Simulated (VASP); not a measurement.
Given:

```yaml
crystal:
  lattice:
    - [0.00000, 3.33213, 3.33213]
    - [3.33213, 0.00000, 3.33213]
    - [3.33213, 3.33213, 0.00000]
  atoms:
    - { symbol: Na, position: [0.25000, 0.25000, 0.25000] }
    - { symbol: Na, position: [0.75000, 0.75000, 0.75000] }
    - { symbol: S, position: [0.00000, 0.00000, 0.00000] }
```

The numbers are results of PBE GGA, VASP's PBE PAW potentials (set 64) (plane waves; VASP), not measurements. Numerical set-up: 300 eV cut-off, 6×6×6 Γ-centred mesh, Fermi-Dirac smearing of 0.020 eV, potentials Na_pv S.

At this cut-off the stress carries a Pulay error, which pulls relaxed volumes low.

Question: Give the stress tensor in GPa (positive for a compressed cell).

Answer: 
```
-1.20   0.00   0.00
 0.00  -1.20   0.00
 0.00   0.00  -1.20
```
The pressure is its mean diagonal, -1.20 GPa.

The structure is a typed Na2S crystal (Fm-3m). The cell was not relaxed at this level.
